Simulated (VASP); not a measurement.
The system is HoO.

```
CELL_PARAMETERS angstrom
0.00000 2.75747 2.75747
2.75747 0.00000 2.75747
2.75747 2.75747 0.00000
ATOMIC_POSITIONS crystal
Ho 0.00000 0.00000 0.00000
Ho 0.50000 0.50000 0.50000
O 0.25000 0.25000 0.25000
O 0.75000 0.75000 0.75000
```

The cell comes from a database or a generator and needn't be the stable form of this composition.

Base run:

* Program: VASP 6.6.1
* Functional: PBE
* Potentials or basis: VASP PAW PBE potentials, release 64 (Ho, O)
* Cutoff: 520 eV
* k mesh: 6 × 6 × 6
* Occupations: gaussian, width 0.05 eV
* Spin: collinear spin, antiferromagnetic start
* Starting moments: [4.0, -4.0, 0.0, 0.0] μB
* Hubbard terms: Ho f U = 7 eV

Its results: band gap on the k mesh none (metal or under the smearing width); pressure 50.6 GPa; net moment 0.00 μB per cell; site moments Ho +3.92, -3.92; O +0.00 μB.

Question: The run is repeated on the same cell with these changes: hubbard terms from Ho f U = 7 eV to Ho f U = 4 eV; further incar settings from ALGO = Normal; EDIFF = 1e-06 to ALGO = Normal; EDIFF = 1e-06; NBANDS = 39. What comes out?

Answer: Band gap on the k mesh none (metal or under the smearing width); pressure 56.0 GPa; net moment 0.00 μB per cell; site moments Ho +3.22, -3.22; O +0.00 μB.

Caveats: the magnetic or orbital state may not be the lowest; a pressure of tens of GPa on the cell as given is suspect, and the run, the potentials or the cell itself is likely at fault; spin-orbit coupling is left out, which moves the levels of the heavy elements.
